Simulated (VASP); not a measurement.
BePd:

```
Be Pd
1.0
     2.82876    0.00000    0.00000
     0.00000    2.82876    0.00000
     0.00000    0.00000    2.82876
Be Pd
1 1
Direct
  0.00000 0.00000 0.00000
  0.50000 0.50000 0.50000
```

```yaml
Program: VASP 6.6.1
Task: relaxation of cell and atoms
Functional: LDA
Potentials_or_basis: VASP PAW LDA potentials, release 64 (Be, Pd)
Cutoff: 600 eV
k_mesh: 14 × 14 × 14
Occupations: gaussian, width 0.1 eV
Spin: no spin polarisation
```

At the start: pressure -10.3 GPa; volume 11.32 Å³/atom.

Problem. Where does the relaxation end?

Solution. Over 6 steps the energy falls by 21.2 meV/atom and the volume is 10.69 Å³/atom (-5.5 %); space group Pm-3m (No. 221, to 0.05 Å).

Step by step:
| step | energy change (eV) | largest force (eV/Å) | pressure (GPa) | volume (Å³) |
| --- | --- | --- | --- | --- |
| 1 | 0.0000 | 0.0000 | -10.26 | 22.64 |
| 2 | -0.0066 | 0.0000 | 11.57 | 20.34 |
| 3 | -0.0424 | 0.0000 | -0.11 | 21.39 |
| 4 | -0.0424 | 0.0000 | 0.16 | 21.37 |
| 5 | -0.0424 | 0.0000 | -0.12 | 21.40 |
| 6 | -0.0424 | 0.0000 | 0.00 | 21.38 |

Final structure:
```cif
data_structure
_symmetry_space_group_name_H-M 'P 1'
_symmetry_Int_Tables_number 1
_cell_length_a 2.7756
_cell_length_b 2.7756
_cell_length_c 2.7756
_cell_angle_alpha 90.000
_cell_angle_beta 90.000
_cell_angle_gamma 90.000
_cell_volume 21.38
loop_
_atom_site_label
_atom_site_type_symbol
_atom_site_fract_x
_atom_site_fract_y
_atom_site_fract_z
_atom_site_occupancy
Be1 Be 0.00000 0.00000 0.00000 1
Pd1 Pd 0.50000 0.50000 0.50000 1
```
